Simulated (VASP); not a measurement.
Data:

```
YSb
1.0
    0.00000     3.43096     3.43096
    3.43096     0.00000     3.43096
    3.43096     3.43096     0.00000
Y Sb
1 1
Direct
  0.00000   0.00000   0.00000
  0.25000   0.25000   0.25000
```

The numbers are results of PBEsol GGA, VASP's PBE PAW potentials (set 64) (plane waves; VASP), not measurements. Run with 400 eV cut-off, Gaussian smearing of 0.050 eV, potentials Y_sv Sb.

Unless said otherwise, spin-orbit coupling is left out, though it shifts the bands of the heavy elements here.

Task: Give the energies of bands 6 to 11 at the high-symmetry points, in eV from the valence-band maximum.

Result: 
| band | Γ | X | U | L | W |
|---|---|---|---|---|---|
| 6 | -0.57 | -1.95 | -1.57 | -1.78 | -1.20 |
| 7 | -0.57 | 0.00 | -0.73 | -0.33 | -1.17 |
| 8 | -0.57 | 0.00 | -0.09 | -0.33 | -0.09 |
| 9 | 2.75 | 1.35 | 1.56 | 2.79 | 1.45 |
| 10 | 2.75 | 2.65 | 2.90 | 3.00 | 2.69 |
| 11 | 2.80 | 3.37 | 2.92 | 3.00 | 3.20 |

The gap is direct, 1.35 eV, from the valence maximum at X to the conduction minimum at X.

The structure was generated: YSb was put into the zinc blende type (F-43m), which need not be its known phase. It was relaxed first, which changed the volume by -26 %.
